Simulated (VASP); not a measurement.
# NbB8: single point with PBE

NbB8:

```xyz
9
Lattice="-3.3871 3.3871 3.3871 3.3871 -3.3871 3.3871 3.3871 3.3871 -3.3871" Properties=species:S:1:pos:R:3 pbc="T T T"
Nb    0.0000    0.0000    0.0000
B     2.1624    2.1624    2.1624
B     1.2246    1.2246   -1.2246
B     1.2246   -1.2246    1.2246
B    -1.2246    1.2246    1.2246
B     2.1624    2.1624   -2.1624
B     1.2246    1.2246    1.2246
B     2.1624   -2.1624    2.1624
B    -2.1624    2.1624    2.1624
```

The cell was built by a generator and needn't be a form met in nature.

The cell isn't the ideal one: random cell by space group and Wyckoff sites (Im-3m, No. 229).

```
Program             : VASP 6.6.1
Task                : single point
Functional          : PBE
Potentials or basis : VASP PAW PBE potentials, release 64 (Nb_sv, B)
Cutoff              : 520 eV
k mesh              : 6 × 6 × 6
Occupations         : gaussian, width 0.1 eV
Spin                : no spin polarisation
```

| Property | Result |
| --- | --- |
| Pressure | -0.1 GPa |
| Largest force | 0.020 eV/Å |
| Band gap on the k mesh | none (metal or under the smearing width) |

Forces in eV/Å, atoms in the order of the input:
```
Nb   0.000  0.000  0.000
B    0.011  0.011  0.011
B   -0.011 -0.011  0.011
B   -0.011  0.011 -0.011
B    0.011 -0.011 -0.011
B    0.011  0.011 -0.011
B   -0.011 -0.011 -0.011
B    0.011 -0.011  0.011
B   -0.011  0.011  0.011
```

Levels at points of the mesh, in eV from the Fermi level:
```
           k point  band 15  band 16  band 17  band 18  band 19  band 20  band 21  band 22  band 23  band 24
(0.00, 0.00, 0.00)    -2.60    -1.60    -1.60    -1.43    -1.43    -1.43     2.30     2.30     2.30     3.68
(0.50, 0.00, 0.00)    -2.49    -2.07    -1.32    -0.83     0.13     0.90     1.81     2.57     2.69     2.94
(0.50, 0.50, 0.50)    -0.64    -0.64    -0.64     1.87     1.87     1.87     2.84     2.84     2.84     3.11
```

Run time: 110 s on 1 thread of AMD EPYC 9R14 (Zen 4) (shared host), peak memory 0.31 GiB.
